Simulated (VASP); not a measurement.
Level of theory: PBE GGA, VASP's PBE PAW potentials (set 64) (plane waves; VASP 6.6.1).

VASP ran on this input.

### INCAR
```
SYSTEM = Ga35CN35
PREC = Normal; ENCUT = 400; LREAL = Auto
LASPH = .TRUE.; ISYM = 0; NELECT = 286.0
EDIFF = 1E-5; NELM = 100; NELMIN = 4
ALGO = Fast; LMAXMIX = 4
ISMEAR = 0; SIGMA = 0.05
GGA = PE
IBRION = 2; NSW = 70; ISIF = 2
EDIFFG = -0.03
LWAVE = .FALSE.; LCHARG = .FALSE.
```

**KPOINTS**
```
Automatic mesh
0
Gamma
1 1 1
0 0 0
```

POSCAR:
```
Ga35CN35
1.0
  4.8683178927  -8.4321738171   0.0000000000
  4.8683178927   8.4321738171   0.0000000000
  0.0000000000   0.0000000000  10.5562839806
Ga N C
35 35 1
Cartesian
  1.6227710081  -0.9369072650   2.6390709951
  1.6227710081   0.9369072650   0.0000000000
  1.6227710081  -0.9369072650   7.9172129854
  1.6726517933   0.9694554559   5.2693169369
  3.2668263021   1.8779800238   2.6009205848
  3.2455468846   3.7476374921   0.0000000000
  3.2455420163   1.8738145300   7.9172129854
  3.2900433101   3.7325607654   5.2530919284
  4.8683178927   4.6845447571   2.6390709951
  4.8683178927   6.5583592871   0.0000000000
  4.8683178927   4.6845447571   7.9172129854
  4.8683178927   6.5583592871   5.2781419903
  3.2455468846  -3.7476374921   2.6390709951
  3.2455420163  -1.8738145300   0.0000000000
  3.2455468846  -3.7476374921   7.9172129854
  3.2455420163  -1.8738145300   5.2781419903
  4.8683178927  -0.9369156972   2.6390709951
  4.8683178927   0.9369156972   0.0000000000
  4.8683178927  -0.9369156972   7.9172129854
  6.4910937691   1.8738145300   2.6390709951
  6.4910889008   3.7476374921   0.0000000000
  6.4910937691   1.8738145300   7.9172129854
  6.4910889008   3.7476374921   5.2781419903
  4.8683178927  -6.5583592871   2.6390709951
  4.8683178927  -4.6845447571   0.0000000000
  4.8683178927  -6.5583592871   7.9172129854
  4.8683178927  -4.6845447571   5.2781419903
  6.4910889008  -3.7476374921   2.6390709951
  6.4910937691  -1.8738145300   0.0000000000
  6.4910889008  -3.7476374921   7.9172129854
  6.4910937691  -1.8738145300   5.2781419903
  8.1138647773  -0.9369072650   2.6390709951
  8.1138647773   0.9369072650   0.0000000000
  8.1138647773  -0.9369072650   7.9172129854
  8.1138647773   0.9369072650   5.2781419903
  1.6258088385  -0.9451707953   4.6121882591
  1.6352339019   0.9306168633   2.0138434075
  1.6227710081  -0.9369072650   9.9070725158
  1.6450192209   0.9676509707   7.2920487356
  3.2676539161   3.7979185446   1.9650100379
  3.2455420163   1.8738145300   9.9070725158
  3.2359952449   3.7974210464   7.2629661732
  4.8463277008   4.6529494018   4.6260064348
  4.8683178927   6.5583592871   1.9898595303
  4.8683178927   4.6845447571   9.9070725158
  4.8683178927   6.5583592871   7.2680015206
  3.2455468846  -3.7476374921   4.6289305255
  3.2455420163  -1.8738145300   1.9898595303
  3.2455468846  -3.7476374921   9.9070725158
  3.2455420163  -1.8738145300   7.2680015206
  4.8548715987  -0.9035242888   4.6061817335
  4.8302330418   0.9432988527   1.9662028979
  4.8683178927  -0.9369156972   9.9070725158
  4.8937986686   0.9366121389   7.2215010897
  6.4986932134   1.8723388996   4.6087363542
  6.4910889008   3.7476374921   1.9898595303
  6.4910937691   1.8738145300   9.9070725158
  6.4910889008   3.7476374921   7.2680015206
  4.8683178927  -6.5583592871   4.6289305255
  4.8683178927  -4.6845447571   1.9898595303
  4.8683178927  -6.5583592871   9.9070725158
  4.8683178927  -4.6845447571   7.2680015206
  6.4910889008  -3.7476374921   4.6289305255
  6.4910937691  -1.8738145300   1.9898595303
  6.4910889008  -3.7476374921   9.9070725158
  6.4910937691  -1.8738145300   7.2680015206
  8.1138647773  -0.9369072650   4.6289305255
  8.1138647773   0.9369072650   1.9898595303
  8.1138647773  -0.9369072650   9.9070725158
  8.1138647773   0.9369072650   7.2680015206
  4.8793056862   0.8902942081   5.2843701978
```

POTCAR, in this order: Ga N C (PBE.64 set). Program: vasp_gam.

What VASP printed:

OSZICAR:
```
...
RMM:   5    -0.415326779231E+03    0.80849E-04   -0.65902E-04   362   0.535E-02    0.272E-02
RMM:   6    -0.415326782310E+03   -0.30783E-05   -0.14205E-04   370   0.246E-02    0.144E-02
RMM:   7    -0.415326784135E+03   -0.18256E-05   -0.33982E-05   240   0.115E-02
  19 F= -.41532678E+03 E0= -.41532678E+03  d E =-.140544E-01
       N       E                     dE             d eps       ncg     rms          rms(c)
DAV:   1    -0.415327046315E+03   -0.26401E-03   -0.48613E-01   392   0.178E+00    0.136E-01
RMM:   2    -0.415327840800E+03   -0.79448E-03   -0.95656E-03   361   0.218E-01    0.608E-02
RMM:   3    -0.415327942445E+03   -0.10165E-03   -0.16126E-03   397   0.837E-02    0.452E-02
RMM:   4    -0.415327930349E+03    0.12096E-04   -0.21667E-04   382   0.312E-02    0.303E-02
RMM:   5    -0.415327917622E+03    0.12727E-04   -0.92098E-05   351   0.200E-02    0.947E-03
RMM:   6    -0.415327917946E+03   -0.32337E-06   -0.16175E-05   223   0.890E-03
  20 F= -.41532792E+03 E0= -.41532792E+03  d E =-.151882E-01
       N       E                     dE             d eps       ncg     rms          rms(c)
DAV:   1    -0.415331193426E+03   -0.32758E-02   -0.20191E+00   360   0.366E+00    0.263E-01
RMM:   2    -0.415334104005E+03   -0.29106E-02   -0.34634E-02   360   0.416E-01    0.114E-01
RMM:   3    -0.415334618612E+03   -0.51461E-03   -0.64621E-03   402   0.163E-01    0.900E-02
RMM:   4    -0.415334559779E+03    0.58833E-04   -0.71421E-04   384   0.586E-02    0.647E-02
RMM:   5    -0.415334490435E+03    0.69344E-04   -0.38797E-04   361   0.425E-02    0.172E-02
RMM:   6    -0.415334492856E+03   -0.24207E-05   -0.66048E-05   323   0.181E-02
  21 F= -.41533449E+03 E0= -.41533449E+03  d E =-.657491E-02
       N       E                     dE             d eps       ncg     rms          rms(c)
DAV:   1    -0.415334490844E+03   -0.40876E-06   -0.33351E-01   384   0.149E+00    0.107E-01
RMM:   2    -0.415334990283E+03   -0.49944E-03   -0.58601E-03   360   0.171E-01    0.476E-02
RMM:   3    -0.415335078812E+03   -0.88529E-04   -0.11021E-03   403   0.671E-02    0.381E-02
RMM:   4    -0.415335068733E+03    0.10079E-04   -0.12217E-04   363   0.242E-02    0.274E-02
RMM:   5    -0.415335057306E+03    0.11427E-04   -0.69367E-05   343   0.179E-02    0.720E-03
RMM:   6    -0.415335057671E+03   -0.36541E-06   -0.10324E-05   219   0.748E-03
  22 F= -.41533506E+03 E0= -.41533506E+03  d E =-.713973E-02
       N       E                     dE             d eps       ncg     rms          rms(c)
DAV:   1    -0.415336335295E+03   -0.12780E-02   -0.15449E+00   360   0.322E+00    0.223E-01
RMM:   2    -0.415338607536E+03   -0.22722E-02   -0.26851E-02   360   0.366E-01    0.919E-02
RMM:   3    -0.415338965590E+03   -0.35805E-03   -0.48243E-03   400   0.142E-01    0.719E-02
RMM:   4    -0.415338924574E+03    0.41016E-04   -0.53278E-04   382   0.517E-02    0.504E-02
RMM:   5    -0.415338877951E+03    0.46623E-04   -0.24303E-04   362   0.340E-02    0.141E-02
RMM:   6    -0.415338879944E+03   -0.19923E-05   -0.47198E-05   275   0.151E-02
  23 F= -.41533888E+03 E0= -.41533888E+03  d E =-.382227E-02
       N       E                     dE             d eps       ncg     rms          rms(c)
DAV:   1    -0.415338860314E+03    0.17637E-04   -0.19235E-01   384   0.114E+00    0.793E-02
RMM:   2    -0.415339153493E+03   -0.29318E-03   -0.34211E-03   360   0.131E-01    0.332E-02
RMM:   3    -0.415339200718E+03   -0.47224E-04   -0.62429E-04   402   0.509E-02    0.262E-02
RMM:   4    -0.415339195700E+03    0.50178E-05   -0.67567E-05   311   0.186E-02
  24 F= -.41533920E+03 E0= -.41533920E+03  d E =-.413803E-02
       N       E                     dE             d eps       ncg     rms          rms(c)
DAV:   1    -0.415339715316E+03   -0.51460E-03   -0.10329E+00   368   0.262E+00    0.182E-01
RMM:   2    -0.415341186243E+03   -0.14709E-02   -0.18011E-02   362   0.302E-01    0.796E-02
RMM:   3    -0.415341400746E+03   -0.21450E-03   -0.31755E-03   400   0.116E-01    0.609E-02
RMM:   4    -0.415341369562E+03    0.31183E-04   -0.36297E-04   378   0.432E-02    0.406E-02
RMM:   5    -0.415341340787E+03    0.28776E-04   -0.17429E-04   361   0.284E-02    0.122E-02
RMM:   6    -0.415341341212E+03   -0.42473E-06   -0.32302E-05   240   0.124E-02
  25 F= -.41534134E+03 E0= -.41534134E+03  d E =-.214551E-02
       N       E                     dE             d eps       ncg     rms          rms(c)
DAV:   1    -0.415341341343E+03   -0.55637E-06   -0.78064E-04   424   0.726E-02    0.658E-03
RMM:   2    -0.415341343152E+03   -0.18091E-05   -0.20641E-05   235   0.106E-02    0.376E-03
RMM:   3    -0.415341343294E+03   -0.14133E-06   -0.30123E-06   213   0.424E-03    0.246E-03
RMM:   4    -0.415341343281E+03    0.13059E-07   -0.73840E-07   160   0.204E-03
  26 F= -.41534134E+03 E0= -.41534134E+03  d E =-.214758E-02
       N       E                     dE             d eps       ncg     rms          rms(c)
DAV:   1    -0.415341661216E+03   -0.31792E-03   -0.52829E-01   368   0.188E+00    0.137E-01
RMM:   2    -0.415342460782E+03   -0.79957E-03   -0.97533E-03   362   0.221E-01    0.646E-02
RMM:   3    -0.415342575393E+03   -0.11461E-03   -0.17360E-03   400   0.843E-02    0.537E-02
RMM:   4    -0.415342543101E+03    0.32291E-04   -0.19716E-04   383   0.308E-02    0.356E-02
RMM:   5    -0.415342516702E+03    0.26399E-04   -0.16940E-04   361   0.269E-02    0.103E-02
RMM:   6    -0.415342515534E+03    0.11683E-05   -0.19541E-05   224   0.103E-02
  27 F= -.41534252E+03 E0= -.41534252E+03  d E =-.117225E-02
       N       E                     dE             d eps       ncg     rms          rms(c)
DAV:   1    -0.415342511218E+03    0.54844E-05   -0.24234E-03   416   0.129E-01    0.105E-02
RMM:   2    -0.415342516270E+03   -0.50525E-05   -0.57855E-05   292   0.175E-02    0.574E-03
RMM:   3    -0.415342516525E+03   -0.25545E-06   -0.79750E-06   215   0.663E-03    0.424E-03
RMM:   4    -0.415342516420E+03    0.10568E-06   -0.18222E-06   181   0.283E-03
  28 F= -.41534252E+03 E0= -.41534252E+03  d E =-.117314E-02
       N       E                     dE             d eps       ncg     rms          rms(c)
DAV:   1    -0.415342558543E+03   -0.42017E-04   -0.39151E-01   368   0.162E+00    0.116E-01
RMM:   2    -0.415343120907E+03   -0.56236E-03   -0.68955E-03   360   0.187E-01    0.510E-02
RMM:   3    -0.415343208422E+03   -0.87514E-04   -0.12548E-03   400   0.717E-02    0.403E-02
RMM:   4    -0.415343195102E+03    0.13320E-04   -0.14467E-04   378   0.262E-02    0.284E-02
RMM:   5    -0.415343178999E+03    0.16103E-04   -0.88773E-05   355   0.200E-02    0.780E-03
RMM:   6    -0.415343178728E+03    0.27070E-06   -0.12232E-05   220   0.812E-03
  29 F= -.41534318E+03 E0= -.41534318E+03  d E =-.662308E-03
       N       E                     dE             d eps       ncg     rms          rms(c)
DAV:   1    -0.415343180502E+03   -0.15039E-05   -0.14264E-03   432   0.972E-02    0.701E-03
RMM:   2    -0.415343181992E+03   -0.14896E-05   -0.21657E-05   233   0.104E-02    0.305E-03
RMM:   3    -0.415343182150E+03   -0.15822E-06   -0.30057E-06   198   0.400E-03    0.213E-03
RMM:   4    -0.415343182096E+03    0.53886E-07   -0.41829E-07   104   0.173E-03
  30 F= -.41534318E+03 E0= -.41534318E+03  d E =-.665677E-03
       N       E                     dE             d eps       ncg     rms          rms(c)
DAV:   1    -0.415343294847E+03   -0.11270E-03   -0.22742E-01   368   0.124E+00    0.894E-02
RMM:   2    -0.415343626417E+03   -0.33157E-03   -0.40633E-03   360   0.144E-01    0.389E-02
RMM:   3    -0.415343682680E+03   -0.56262E-04   -0.76141E-04   405   0.552E-02    0.299E-02
RMM:   4    -0.415343673858E+03    0.88219E-05   -0.77420E-05   336   0.200E-02
  31 F= -.41534367E+03 E0= -.41534367E+03  d E =-.491761E-03
```

File OUTCAR:
```
------------------------ aborting loop because EDIFF is reached ----------------------------------------
  FORCE on cell =-STRESS in cart. coord.  units (eV):
  Direction    XX          YY          ZZ          XY          YZ          ZX
  --------------------------------------------------------------------------------------
  Total        6.1538050      0.2128483     -3.2512566     -6.0786396     -5.1564683      7.3850449
  in kB       11.3761359      0.3934786     -6.0103850    -11.2371826     -9.5324249     13.6522485
  external PRESSURE =       1.9197432 kB  Pullay stress =       0.0000000 kB
  volume of cell :      866.68
      direct lattice vectors                 reciprocal lattice vectors
     4.868317893 -8.432173817  0.000000000     0.102704879 -0.059296690  0.000000000
     4.868317893  8.432173817  0.000000000     0.102704879  0.059296690  0.000000000
     0.000000000  0.000000000 10.556283981     0.000000000  0.000000000  0.094730305
  FREE ENERGIE OF THE ION-ELECTRON SYSTEM (eV)
  ---------------------------------------------------
  free  energy   TOTEN  =      -415.3436738576 eV

  energy  without entropy=     -415.3436738575  energy(sigma->0) =     -415.34367386

 reached required accuracy - stopping structural energy minimisation
```
(Selected blocks of OUTCAR.)

File CONTCAR:
```
Ga35CN35
   1.00000000000000
     4.8683178927000004   -8.4321738171000007    0.0000000000000000
     4.8683178927000004    8.4321738171000007    0.0000000000000000
     0.0000000000000000    0.0000000000000000   10.5562839805999999
  Ga              N               C
    35    35     1
Direct
     0.2194796295509438    0.1124302586800003    0.2475927444558293
     0.1115622190886371    0.2247804096879724    0.9969678911378697
     0.2269435299529206    0.1158188926181661    0.7479912554543503
     0.1114930117265777    0.2335578640554067    0.4921832252940095
     0.2033975580815840    0.4377199661601943    0.2604620328666011
     0.1109715524908713    0.5545007475556906    0.9963826712048981
     0.2355350034645347    0.4514458530602162    0.7376033500056621
     0.1116331671330379    0.5427587607170151    0.4883648200105100
     0.2191832945979122    0.7749912351706708    0.2475517318370263
     0.1135117041347684    0.8904374998595250    0.9991694232562632
     0.2266027609998991    0.7774255793775081    0.7470743992957640
     0.1172002567972089    0.8921843926633317    0.4998925050971038
     0.5514873309857489    0.1091342110230699    0.2512674991055196
     0.4453433809962405    0.2249401457769721    0.0013056251206655
     0.5577165811434500    0.1122003199596390    0.7504417633387075
     0.4443958884866753    0.2334552023544018    0.5018000129708988
     0.5456021732442958    0.4481962995108049    0.2599652979072290
     0.4408819650557873    0.5539880703668683    0.0016079680663804
     0.5640643087948951    0.4515530358309701    0.7470903454443346
     0.5453415074582435    0.7642587568495844    0.2598912370621815
     0.4449781260248398    0.8872250202442247    0.0011186411641964
     0.5637064197019276    0.7788808290514595    0.7470522060372722
     0.4434775136150684    0.8769981031263607    0.5017150470648356
     0.8817388504582346    0.1064898082380920    0.2486826678750225
     0.7771834551653571    0.2221492084151797    0.9992165381693212
     0.8949855375569649    0.1161810363930185    0.7485378611622084
     0.7711717539245539    0.2189275337102527    0.4999181994529563
     0.8808485048840781    0.4425131511934478    0.2484776429172470
     0.7759271648173959    0.5552509682519063    0.0013115290699194
     0.8955040236927869    0.4457607209956829    0.7476434454072854
     0.7815019182524592    0.5628684772628411    0.5028450931880059
     0.8876538321817113    0.7775911543349597    0.2497719375800375
     0.7758197928144088    0.8878327054619700    0.0017249583296633
     0.8962591202300759    0.7816842197746641    0.7527218741608459
     0.7805854291392472    0.8850422707863957    0.5026609175435134
     0.2226621422527163    0.1187761808085253    0.4365995326692245
     0.1031965631806525    0.2172111108043839    0.1845971740709809
     0.2231655671592511    0.1130862751979438    0.9368227532802245
     0.1167775389168635    0.2273010904332144    0.6810706663309546
     0.1015536710985864    0.5550119888061925    0.1829510970770223
     0.2244908950472943    0.4461968835654919    0.9287379392184393
     0.1170811043843405    0.5558840421258545    0.6787817414771344
     0.2221073721183967    0.7712690583810580    0.4365582830479602
     0.1105742117163461    0.8895521677516174    0.1877467551839298
     0.2230062462501885    0.7775806646452742    0.9359582800865437
     0.1181590510582136    0.8925629189359151    0.6878607033268290
     0.5482555975404310    0.1071434634124942    0.4400214631771927
     0.4438960358641516    0.2256309200658779    0.1922370796657439
     0.5539807764847695    0.1104067008883150    0.9393133555152019
     0.4498710521080633    0.2271334740962490    0.6889269748579584
     0.5476334656064198    0.4765319649493165    0.4587702596219982
     0.4284373760925045    0.5477584653203256    0.1912201504065022
     0.5551353370414747    0.4463576453167041    0.9362661351712719
     0.4629952119090877    0.5645428991673574    0.6589989173289840
     0.5452264700619448    0.7357303242967141    0.4586038017455088
     0.4435764771121253    0.8851885885331082    0.1919432031168484
     0.5551056008093984    0.7758240325412348    0.9363967934903867
     0.4497882530864785    0.8893057346189286    0.6887723095009375
     0.8825457737346593    0.1079168406303133    0.4379415794408618
     0.7731520966647061    0.2201788261310787    0.1874742704682474
     0.8883809473339505    0.1108607049021606    0.9372624787109934
     0.7795621412618499    0.2230855265819611    0.6879383588279607
     0.8808129481183182    0.4406350284384494    0.4375204730539633
     0.7674828747694702    0.5535951132438115    0.1919790426822027
     0.8879807273305286    0.4443783820332712    0.9364353775019929
     0.7880780735773290    0.5606469172729219    0.6898527508858587
     0.8976172554342926    0.7824948254835109    0.4378410617677138
     0.7678128286445430    0.8818492653987622    0.1923416595180035
     0.8903275686857436    0.7788408720678681    0.9411636337858794
     0.7877016498450906    0.8942014833693945    0.6898329729337636
     0.4741878310564626    0.5695249112659264    0.5156656130006053
```

At this cut-off the stress carries a Pulay error, which pulls relaxed volumes low. The cell is charged, with a uniform compensating background. The supercell is sampled at Γ alone, which is coarse: total energies, pressure and levels can be off, energies of defects by several tenths of an eV.

The cell is a supercell with a defect, built from GaN (wurtzite): C_Ga-vac_N, charge -2. The run is not spin-polarised, so no state with unpaired spins was tried.
